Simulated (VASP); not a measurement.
Se (trig): the lattice constant c from VASP (plane waves, PAW) at several levels of theory. Static lattice.  The measured value holds thermal and zero-point effects that the static calculation lacks.

```csv
level,lattice constant c (Å),error against measurement
optB88-vdW,5.166,+4.2 %
SCAN,5.023,+1.3 %
r2SCAN,4.991,+0.7 %
r2SCAN+rVV10,5.051,+1.9 %
```

Measured: 4.958 Å at 293 K (as given by Wikipedia, Selenium (infobox)).

The cell of the optB88-vdW run:

```
CELL_PARAMETERS angstrom
      2.10162    -3.64012     0.00000
      2.10162     3.64012     0.00000
      0.00000     0.00000     5.16640
ATOMIC_POSITIONS crystal
  Se 0.00000 0.24099 0.66667
  Se 0.75901 0.75901 0.00000
  Se 0.24099 0.00000 0.33333
```

Only levels that ran to the end are used. Left out are those held back, those with too coarse a band path, GW runs whose mesh misses a band edge, hybrids' fits of cells that aren't cubic and levels without matching references; a question may draw on a part of the rest.

The compound is Se in the trig structure.
